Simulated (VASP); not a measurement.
Output of a VASP run:

File OSZICAR:
```
       N       E                     dE             d eps       ncg     rms          rms(c)
DAV:   1     0.101900581488E+03    0.10190E+03   -0.69747E+03  1456   0.113E+03
DAV:   2    -0.116883303740E+01   -0.10307E+03   -0.10103E+03  1566   0.280E+02
DAV:   3    -0.766230046522E+01   -0.64935E+01   -0.64644E+01  1871   0.806E+01
DAV:   4    -0.783249088347E+01   -0.17019E+00   -0.17014E+00  1773   0.155E+01
DAV:   5    -0.784117794043E+01   -0.86871E-02   -0.86869E-02  2120   0.280E+00    0.395E+00
DAV:   6    -0.772278092145E+01    0.11840E+00   -0.20412E-01  2006   0.830E+00    0.224E+00
DAV:   7    -0.770046152973E+01    0.22319E-01   -0.74329E-02  1908   0.324E+00    0.617E-01
DAV:   8    -0.769966756899E+01    0.79396E-03   -0.77875E-03  1922   0.122E+00    0.259E-01
DAV:   9    -0.770004127312E+01   -0.37370E-03   -0.74020E-04  1621   0.286E-01    0.718E-02
DAV:  10    -0.770004595427E+01   -0.46812E-05   -0.38669E-05  2019   0.519E-02    0.370E-02
DAV:  11    -0.770006734545E+01   -0.21391E-04   -0.37180E-05  1576   0.553E-02    0.234E-02
DAV:  12    -0.770006783070E+01   -0.48525E-06   -0.11884E-06  1606   0.918E-03    0.594E-03
DAV:  13    -0.770006785181E+01   -0.21111E-07   -0.63603E-07  1591   0.779E-03
   1 F= -.77000679E+01 E0= -.77000679E+01  d E =0.000000E+00
```

**OUTCAR**
```
------------------------ aborting loop because EDIFF is reached ----------------------------------------
  FORCE on cell =-STRESS in cart. coord.  units (eV):
  Direction    XX          YY          ZZ          XY          YZ          ZX
  --------------------------------------------------------------------------------------
  Total        0.0038478      0.0038478      0.0038478      0.0000000      0.0000000      0.0000000
  in kB        0.0890264      0.0890264      0.0890264      0.0000000      0.0000000      0.0000000
  external PRESSURE =       0.0890264 kB  Pullay stress =       0.0000000 kB
  volume of cell :       69.25
      direct lattice vectors                 reciprocal lattice vectors
     0.000000000  3.259291650  3.259291650    -0.153407566  0.153407566  0.153407566
     3.259291650  0.000000000  3.259291650     0.153407566 -0.153407566  0.153407566
     3.259291650  3.259291650  0.000000000     0.153407566  0.153407566 -0.153407566
  FREE ENERGIE OF THE ION-ELECTRON SYSTEM (eV)
  ---------------------------------------------------
  free  energy   TOTEN  =        -7.7000678518 eV

  energy  without entropy=       -7.7000678518  energy(sigma->0) =       -7.70006785

 total charge

# of ion       s       p       d       tot
------------------------------------------
    1        1.141   1.319   0.019   2.479
    2        0.872   0.701   9.864  11.437
--------------------------------------------------
tot          2.013   2.020   9.883  13.916
```
(Selected blocks of OUTCAR.)

POSCAR:
```
InSb
1
    0.0000000000     3.2592916502     3.2592916502
    3.2592916502     0.0000000000     3.2592916502
    3.2592916502     3.2592916502     0.0000000000
Sb In
1 1
Direct
  0.2500000000   0.2500000000   0.2500000000
  0.0000000000   0.0000000000   0.0000000000
```

**Question.** Write an INCAR and KPOINTS that could have produced this output.

**Answer.** Several could match; the one computed here: the input of the run itself, PBEsol GGA, plane waves, VASP's PBE PAW potentials (set 64).

### KPOINTS
```
Automatic mesh
0
Gamma
11 11 11
0 0 0
```

INCAR:
```
! general
SYSTEM  = InSb
PREC    = Accurate
ENCUT   = 400   ! plane-wave cut-off (eV)
LREAL   = F   ! projection in real space or not
LASPH   = T   ! aspherical one-centre terms

! electronic loop
EDIFF   = 1E-7
NELM    = 100
ALGO    = Normal   ! blocked Davidson
LMAXMIX = 4   ! l cut-off of mixed one-centre charges

! smearing
ISMEAR  = -5   ! tetrahedra, Bloechl

! functional
GGA     = PS   ! PBEsol

! ions
ISIF    = 2   ! forces and stress, cell fixed

! output
LWAVE   = F
LCHARG  = T
LORBIT  = 11
NEDOS   = 601   ! DOS grid
```

POTCAR, in this order: Sb In_d (PBE.64 set). Program: vasp_std.

For a metal the tetrahedron method with Blöchl corrections gives inexact stress and forces.

The structure comes from a measured InSb entry (F-43m) of the Crystallography Open Database, whose conditions weren't checked. It was relaxed first.
